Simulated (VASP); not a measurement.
Given:

```yaml
crystal:
  lattice:
    - [0.00000, 3.30000, 3.30000]
    - [3.30000, 0.00000, 3.30000]
    - [3.30000, 3.30000, 0.00000]
  atoms:
    - { symbol: K, position: [0.00000, 0.00000, 0.00000] }
    - { symbol: Br, position: [0.50000, 0.50000, 0.50000] }
```

Level of theory: PBE GGA, VASP's PBE PAW potentials (set 64) (plane waves; VASP). Numerical set-up: 300 eV cut-off, 6×6×6 Γ-centred mesh, Fermi-Dirac smearing of 0.050 eV, potentials K_sv Br.

Question: Estimate the energy per atom (σ→0), band gap (on the k-mesh) with the smallest direct gap where there is one.

Answer: 
The band gap (on the k-mesh) comes out as 4.43 eV and the smallest direct gap (on the k-mesh) is 4.43 eV. The energy per atom (σ→0) is -299.8 kJ/mol-atom.

Total energies compare only between runs with the same potentials, cut-off and functional.

The structure is a typed KBr crystal (Fm-3m). The cell was not relaxed at this level.
